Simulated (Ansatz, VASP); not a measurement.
**Cross-check of InP between VASP and Ansatz**

One calculation is typed for both programs; each brings its own data sets. How far apart do they land? The cell is taken from a series of runs on this material, whose earlier steps may have relaxed, scaled, displaced or heated it; both programs get it as it stands.

Calculated with Ansatz 0.2.0; plane waves, with VASP 6.6.1 beside it; PBE.

## Step 1: The structure

Symmetry: F-43m, No. 216, cubic system. Conventional cell: a = 5.796 Å, b = 5.796 Å, c = 5.796 Å, α = 90.00°, β = 90.00°, γ = 90.00°. Nearest to P lie 4 In at 2.51 Å. Nearest to In lie 4 P at 2.51 Å. Farther neighbours are not listed.

Coordinates:

```
P In
1.0
     0.00000    2.89818    2.89818
     2.89818    0.00000    2.89818
     2.89818    2.89818    0.00000
P In
1 1
Cartesian
  4.3473 4.3473 4.3473
  0.0000 0.0000 0.0000
```

## Step 2: VASP: single point, PBE, pair 1

A single point takes one fixed geometry, so differences don't come from the geometry; what else differs is listed under the comparison.

Lines of VASP's logs that name or quote its potential files are left out, and so is its time.

INCAR

```
SYSTEM = InP
PREC = Accurate
ENCUT = 500
EDIFF = 1E-06
NELM = 120
ISMEAR = 0
SIGMA = 0.02
LREAL = .FALSE.
ALGO = Normal
GGA = PE
NBANDS = 15
LORBIT = 11
LWAVE = .FALSE.
LCHARG = .FALSE.
ISIF = 2
LASPH = .TRUE.
GGA_COMPAT = .FALSE.
EFERMI = MIDGAP
KPAR = 2
```

POSCAR

```
InP
1.0
    0.0000000000      2.8981783867      2.8981783867
    2.8981783867      0.0000000000      2.8981783867
    2.8981783867      2.8981783867      0.0000000000
P In
1 1
Direct
    0.7500000000      0.7500000000      0.7500000000
    0.0000000000      0.0000000000      0.0000000000
```

KPOINTS

```
Automatic mesh
0
Gamma
20 20 20
0 0 0
```

Potentials, in the order of the species: P and In_d (PBE family, release 64).

The run is started by

```bash
$ mpirun -np 2 vasp_std
```

Numbers of over 12 decimals in the logs are rounded to 6 here.

Output:

```text
[banner, memory and clock lines left out]
running    2 mpi-ranks, on    1 nodes
 distrk:  each k-point on    1 cores,    2 groups
 distr:  one band on    1 cores,    1 groups

 POSCAR found type information on POSCAR P In
 POSCAR found :  2 types and       2 ions
 LDA part: xc-table for (Slater+PW92), standard interpolation
 POSCAR, INCAR and KPOINTS ok, starting setup
 FFT: planning ... GRIDC
 FFT: planning ... GRID_SOFT
 FFT: planning ... GRID
 WAVECAR not read
 entering main loop
       N       E                     dE             d eps       ncg     rms          rms(c)
DAV:   1     0.111587475929E+03    0.11159E+03   -0.83108E+03  7738   0.132E+03
DAV:   2    -0.131082318351E+01   -0.11290E+03   -0.10830E+03  8380   0.306E+02
DAV:   3    -0.857777426248E+01   -0.72670E+01   -0.72298E+01 10046   0.786E+01
DAV:   4    -0.876401185803E+01   -0.18624E+00   -0.18618E+00  9747   0.136E+01
DAV:   5    -0.877220341157E+01   -0.81916E-02   -0.81914E-02 11637   0.245E+00    0.601E+00
DAV:   6    -0.836721233593E+01    0.40499E+00   -0.65086E-01 12217   0.143E+01    0.364E+00
DAV:   7    -0.833451419239E+01    0.32698E-01   -0.18627E-01 10914   0.372E+00    0.130E+00
DAV:   8    -0.833462890055E+01   -0.11471E-03   -0.17529E-02  9891   0.172E+00    0.397E-01
DAV:   9    -0.833525373417E+01   -0.62483E-03   -0.15700E-03 10126   0.469E-01    0.183E-01
DAV:  10    -0.833537977196E+01   -0.12604E-03   -0.26762E-04 12113   0.216E-01    0.129E-01
DAV:  11    -0.833544606573E+01   -0.66294E-04   -0.87110E-05  9017   0.863E-02    0.336E-02
DAV:  12    -0.833544721724E+01   -0.11515E-05   -0.12282E-05 10354   0.542E-02    0.171E-02
DAV:  13    -0.833544742267E+01   -0.20543E-06   -0.10934E-06  7243   0.723E-03
   1 F= -.83354474E+01 E0= -.83354474E+01  d E =0.000000E+00
```

From OUTCAR (step 2):

```text
ion  position               nearest neighbor table
   1  0.750  0.750  0.750-   2 2.51   2 2.51   2 2.51   2 2.51
   2  0.000  0.000  0.000-   1 2.51   1 2.51   1 2.51   1 2.51

  LATTYP: Found a face centered cubic cell.
 ALAT       =     5.7963567734

 Subroutine GETGRP returns: Found 24 space group operations
 (whereof 24 operations were pure point group operations)

The static configuration has the point symmetry T_d .

 Found    256 irreducible k-points:

   k-points           NKPTS =    256   k-points in BZ     NKDIM =    256   number of bands    NBANDS=     15

   dimension x,y,z NGX =    30 NGY =   30 NGZ =   30
   dimension x,y,z NGXF=    60 NGYF=   60 NGZF=   60

   ENCUT  =  500.0 eV  36.75 Ry    6.06 a.u.   7.47  7.47  7.47*2*pi/ulx,y,z

   NELECT =      18.0000    total number of electrons

 k-points in reciprocal lattice and weights: Automatic mesh
   0.00000000  0.00000000  0.00000000       0.000
   0.05000000  0.00000000  0.00000000       0.001
   0.10000000  0.00000000  0.00000000       0.001
   0.15000000  0.00000000  0.00000000       0.001
   0.20000000  0.00000000  0.00000000       0.001
   0.25000000  0.00000000  0.00000000       0.001
   0.30000000  0.00000000  0.00000000       0.001
   0.35000000  0.00000000  0.00000000       0.001
   0.40000000  0.00000000  0.00000000       0.001
[...]
-0.30000000  0.50000000  0.20000000       0.002
  -0.25000000  0.50000000  0.25000000       0.001

 average (electrostatic) potential at core
       1 -82.3907       2 -95.3161

 E-fermi :   6.0063

 k-point     1 :       0.0000    0.0000    0.0000
  band No.  band energies     occupation
    ...
      5      -8.5266      2.00000
      6      -6.1914      2.00000
      7       5.5595      2.00000
      8       5.5595      2.00000
      9       5.5595      2.00000
     10       6.4531      0.00000
     11       9.6494      0.00000
     12       9.6494      0.00000
     13       9.6494      0.00000
     14      14.2985      0.00000
    ...

 k-point     2 :       0.0500    0.0000    0.0000
  band No.  band energies     occupation
    ...
      5      -8.5267      2.00000
      6      -6.1608      2.00000
      7       5.1410      2.00000
      8       5.5246      2.00000
      9       5.5246      2.00000
     10       6.7770      0.00000
     11       9.6574      0.00000
     12       9.7019      0.00000
     13       9.7019      0.00000
     14      14.4618      0.00000
    ...

 k-point     3 :       0.1000    0.0000    0.0000
  band No.  band energies     occupation
    ...
      5      -8.5267      2.00000
      6      -6.0700      2.00000
      7       4.4145      2.00000
      8       5.4281      2.00000
      9       5.4281      2.00000
     10       7.1995      0.00000
     11       9.7345      0.00000
     12       9.8448      0.00000
     13       9.8448      0.00000
     14      14.5579      0.00000
    ...

  Total        1.8068942      1.8068942      1.8068942     -0.0000000     -0.0000000      0.0000000
  in kB       59.4617882     59.4617882     59.4617882     -0.0000000     -0.0000000      0.0000000
  external PRESSURE =      59.4617882 kB  Pullay stress =       0.0000000 kB

  energy-cutoff  :      500.00
  volume of cell :       48.69
      direct lattice vectors                 reciprocal lattice vectors
     0.000000000  2.898178387  2.898178387    -0.172522162  0.172522162  0.172522162
     2.898178387  0.000000000  2.898178387     0.172522162 -0.172522162  0.172522162
     2.898178387  2.898178387  0.000000000     0.172522162  0.172522162 -0.172522162

 POSITION                                       TOTAL-FORCE (eV/Angst)
 -----------------------------------------------------------------------------------
      4.34727      4.34727      4.34727         0.000000     -0.000000     -0.000000
      0.00000      0.00000      0.00000        -0.000000      0.000000      0.000000
 -----------------------------------------------------------------------------------
    total drift:                                0.000000      0.000000      0.000000

  FREE ENERGIE OF THE ION-ELECTRON SYSTEM (eV)
  ---------------------------------------------------
  free  energy   TOTEN  =        -8.3354474227 eV

  energy  without entropy=       -8.3354474227  energy(sigma->0) =       -8.33544742

 total charge
# of ion       s       p       d       tot
------------------------------------------
    1        1.028   1.518   0.000   2.546
    2        0.831   0.804   9.906  11.540
--------------------------------------------------
tot          1.859   2.321   9.906  14.087

[... 3 further parts left out ...]
```

The run ends at a pressure of 5.95 GPa.

## Step 3: Ansatz: single point, PBE, pair 1

Ansatz runs on its PAW soft_1 files.

The same cell, functional, mesh and smearing now go to Ansatz, which takes its cutoff from its data sets.

input.yaml

```yaml
crystal:
  lattice:
    - [0.0, 2.8981783867, 2.8981783867]
    - [2.8981783867, 0.0, 2.8981783867]
    - [2.8981783867, 2.8981783867, 0.0]
  atoms:
    - { symbol: P, position: [0.75, 0.75, 0.75] }
    - { symbol: In, position: [0.0, 0.0, 0.0] }
kpoints:
  mp_grid: { grid: [20, 20, 20] }
hamiltonian:
  xc: pbe
  pseudopotentials: { kind: paw, azcp: { folder: soft_1 } }
scf:
  occupations: { method: gaussian, width: 0.02 }
output:
  forces: true
  stress: true
  eigenvalues: true
```

The run is started by

```bash
$ ansatz run input.yaml --threads 4 --pin off --max-ram 10240MiB --backend cpu --events-out ev --progress --plain --runs-dir out
```

Output:

```text
Engine: ansatz 0.2.0, aarch64-unknown-linux-gnu
Pseudopotentials: kind: paw
Pseudopotential: P, paw, valence charge 5, recommended cutoff 420 eV (normal), soft_1/P.paw.azcp
Pseudopotential: In, paw, valence charge 13, recommended cutoff 420 eV (normal), soft_1/In.paw.azcp
Functional definition: PBE
  parameter kappa = 0.804
  parameter beta = 0.066725
  exchange = pbe_x(kappa = kappa, mu = beta*pi^2/3)
  correlation = pbe_c(beta = beta)
Crystal: 2 atoms, lattice volume = 48.686 Å³
Basis set: ecut = 420 eV, 941 PW (Γ), exchange–correlation on 60×60×60 points (8 copies of the dense FFT grid, shifted against one another)
Bands: 13, of which v1, the nominal top of the filled ones, is band 9 counted from 1 (8 counted from 0)
Symmetry: 24 space group operations
Space group: F-43m (ITA 216), of the structure as read, at distance tolerance 3.7e-5 Å
k-points: 256 of 8000 (time reversal used)
Non-local potential: P, projectors of the file, l = 0: 2, l = 1: 2, l = 2: 1
Non-local potential: In, projectors of the file, l = 0: 2, l = 1: 2, l = 2: 2, l = 3: 1
PAW form: soft (Blöchl's): semilocal exchange-correlation on the pseudo side does not see the compensation charge
PAW one-centre angular grid: P, 110 points (default); XC on 64 Gauss nodes
PAW one-centre angular grid: In, 590 points (default); XC on 64 Gauss nodes
Initial density: superposition of atomic densities (chi_scale 0.1, normalization cell, long waves kept (reshape's long-wave potential 0.00 eV rms))
Initial wavefunctions: pseudopotential atomic-orbital guess
Functional: x = pbe(κ = 0.804, μ = 0.219515), c = pbe(β = 0.066725)
SCF iter   1: F=—  HF=-6354.242917 eV  |F-HF|=—  |Δ(HF+E_count)|=         —  Δρ=3.61e-2  dr2=9.05e-1  ethr=3.10e-3  ⟨swp⟩=6.6  Hψ=23564  notcnv=0
preconditioner: auto → none  [insulator: Δε(μ)=1.173 eV  Ē_g=14.627 eV  σ=0.020 eV  W_gap=1.00  n_scr=14 (ndim 8)  ℏωp=22.6 eV  f_vac=0.000  D(μ)=0.00/eV (n_scr^D=0)  ε∞_Penn≈3.4]
SCF iter   2: F=—  HF=-6354.010670 eV  |F-HF|=—  |Δ(HF+E_count)|=   2.32e-1  Δρ=1.62e-2  dr2=8.79e-2  ethr=3.10e-3  ⟨swp⟩=3.2  Hψ=8118  notcnv=0
SCF iter   3: F=—  HF=-6354.002891 eV  |F-HF|=—  |Δ(HF+E_count)|=   7.78e-3  Δρ=6.49e-3  dr2=1.42e-2  ethr=4.88e-4  ⟨swp⟩=2.6  Hψ=5767  notcnv=0
SCF iter   4: F=—  HF=-6354.003270 eV  |F-HF|=—  |Δ(HF+E_count)|=   3.79e-4  Δρ=1.11e-3  dr2=4.26e-4  ethr=7.91e-5  ⟨swp⟩=3.7  Hψ=6853  notcnv=0
SCF iter   5: F=—  HF=-6354.003162 eV  |F-HF|=—  |Δ(HF+E_count)|=   1.08e-4  Δρ=2.29e-4  dr2=1.18e-5  ethr=2.37e-6  ⟨swp⟩=2.0  Hψ=5832  notcnv=0
SCF iter   6: F=—  HF=-6354.003175 eV  |F-HF|=—  |Δ(HF+E_count)|=   1.29e-5  Δρ=2.36e-5  dr2=1.84e-7  ethr=6.54e-8  ⟨swp⟩=2.8  Hψ=5648  notcnv=0
SCF iter   7: F=-6354.003175 eV  HF=-6354.003175 eV  |F-HF|=1.19e-9  |Δ(HF+E_count)|=   9.40e-8  Δρ=2.96e-6  dr2=3.97e-9  ethr=5.56e-10  ⟨swp⟩=7.1  Hψ=17861  notcnv=0
SCF 1 converged in 7 iterations: F = -6354.003175 eV  dr2 = 3.97e-9
  greatest PAW one-centre occupation: 0.981 electrons in one spin orbital (limit 2), on the In atom at site 1 (counted from 0), in its partial waves of l = 2
SCF converged after 7 iterations
Free energy (F): -6354.003175 eV
Harris-Foulkes:  -6354.003175 eV  (|F-HF|=1.19e-9)
Internal energy: -6354.003175 eV  (E = F + TS)
E sigma→0 (E₀):  -6354.003175 eV
Fermi energy:    7.908797 eV
--- Per-component energies (eV) ---
  E_band       = -45.194403
  E_kinetic    = 289.078847
  E_local      = -1310.993671  (includes V_loc(G=0)·N_el)
  E_nonlocal   = 359.776164
  E_hartree    = 527.077113
  E_xc         = -216.045828
  E_vxc        = -150.750835  (∫ρ·V_xc dr)
  E_paw        = -4768.573853  (= ΣΔE_a)
  E_vpaw       = -286.459284  (= ΣTr[D̂ρ^β])
  E_aug_tail   = 0.000153  (compensation charges beyond the density's cutoff)
  E_ewald      = -1234.322100
  E_smearing   = -0.000000  (= −TS)
  E_closure    = -0.000000  (closes the sum)
  Σ components = -6354.003175   (vs F -6354.003175, Δ=0.00e0)
--- Forces (eV/Å), atoms counted from 1 ---
  atom   1  P      0.00000000     0.00000000     0.00000000
  atom   2  In    -0.00000000     0.00000000     0.00000000
  max |Σ_I F_I| component: 1.30e-16 eV/Å
--- Stress (GPa, compression-positive) ---
        6.033204      -0.000000      -0.000000
        0.000000       6.033204       0.000000
       -0.000000       0.000000       6.033204
  P = ⅓ Tr σ = 6.0332 GPa (60.332 kbar)
--- Band table (eV; the first three rows and the last of 256) ---
  k-point 0: bands = [... 5 lower, -4.2891, 7.4611, 7.4611, 7.4611, 8.3560, 11.5476, 11.5476, 11.5476]
  k-point 1: bands = [... 5 lower, -4.2586, 7.0428, 7.4262, 7.4262, 8.6797, 11.5558, 11.6000, 11.6000]
  k-point 2: bands = [... 5 lower, -4.1678, 6.3164, 7.3296, 7.3296, 9.1021, 11.6334, 11.7427, 11.7427]
  k-point 255: bands = [... 5 lower, -1.6683, 1.7250, 4.3679, 4.3981, 11.7519, 11.9745, 13.1108, 13.6618]
```

In the SCF lines HF is the Harris–Foulkes energy and dr2 the Hartree energy of the density residual, in eV; the loop may stop once dr2 is under the threshold and the program's other checks hold. Hψ counts applications of the Hamiltonian.

The run ends at a pressure of 6.03 GPa.

## Step 4: Differences

Known differences besides the potentials themselves: the cutoff is 420 eV in Ansatz and 500 eV in VASP. Total energies have different zeros and are not compared.

Both answers:

| quantity | Ansatz | VASP | difference |
| --- | --- | --- | --- |
| pressure (GPa) | 6.03 | 5.95 | +0.09 |
| gap on the k mesh (eV) | 0.895 | 0.894 | +0.001 |

A gap on the mesh is an upper bound, since the band edges may lie between its points.

## Step 5: VASP: single point, PBE, pair 2

With cell and atoms fixed, the geometry can't cause a difference; cores, projectors, grids and the points listed under the comparison can. The cell compared in this pair holds 47.63 Å³, against 48.69 Å³ for the pair before.

INCAR is that of step 2.

POSCAR

```
InP
1.0
    0.0000000000      2.8770230457      2.8770230457
    2.8770230457      0.0000000000      2.8770230457
    2.8770230457      2.8770230457      0.0000000000
P In
1 1
Direct
    0.7500000000      0.7500000000      0.7500000000
    0.0000000000      1.0000000000      0.0000000000
```

KPOINTS is that of step 2.

The run is started by

```bash
$ mpirun -np 2 vasp_std
```

Output:

```text
[... set-up lines as in an earlier step ...]
 entering main loop
       N       E                     dE             d eps       ncg     rms          rms(c)
DAV:   1     0.113256013195E+03    0.11326E+03   -0.83644E+03  7765   0.133E+03
DAV:   2    -0.110737124699E+01   -0.11436E+03   -0.10983E+03  8422   0.313E+02
DAV:   3    -0.853423264323E+01   -0.74269E+01   -0.73911E+01  9990   0.796E+01
DAV:   4    -0.872856758748E+01   -0.19433E+00   -0.19426E+00  9832   0.138E+01
[...]
DAV:  11    -0.828942031502E+01   -0.66388E-04   -0.10601E-04  9073   0.102E-01    0.481E-02
DAV:  12    -0.828942029249E+01    0.22536E-07   -0.11073E-05 10110   0.466E-02    0.174E-02
DAV:  13    -0.828942048806E+01   -0.19557E-06   -0.12514E-06  8284   0.704E-03
   1 F= -.82894205E+01 E0= -.82894205E+01  d E =0.000000E+00
```

OUTCAR, selected parts (step 5):

```text
  Total        2.3551823      2.3551823      2.3551823     -0.0000000      0.0000000     -0.0000000
  in kB       79.2273424     79.2273424     79.2273424     -0.0000000      0.0000000     -0.0000000
  external PRESSURE =      79.2273424 kB  Pullay stress =       0.0000000 kB

 POSITION                                       TOTAL-FORCE (eV/Angst)
 -----------------------------------------------------------------------------------
      4.31553      4.31553      4.31553        -0.000000     -0.000000     -0.000000
      0.00000      0.00000      0.00000         0.000000      0.000000      0.000000
 -----------------------------------------------------------------------------------
    total drift:                                0.000000      0.000000      0.000000

  FREE ENERGIE OF THE ION-ELECTRON SYSTEM (eV)
  ---------------------------------------------------
  free  energy   TOTEN  =        -8.2894204881 eV

  energy  without entropy=       -8.2894204881  energy(sigma->0) =       -8.28942049

[... 1 part as in an earlier step ...]

[... 2 further parts left out ...]
[key lines of the parts left out:]
E-fermi :   6.3196
```

The run ends at a pressure of 7.92 GPa.

(Part 1 of 2 ends here.)

[Lines on the potential files, build, host, timing and source positions are cut from VASP's logs without a mark.]

[Logs are printed without paths, hosts, clocks, repeated set-up lines and the standing remarks that a program may print on its own settings, such as how far it seeks lower states.]

[Hosts, paths, dates, database ids (printed as entryN), source tags and the programs' standing remarks are cut or masked in the printed files.]
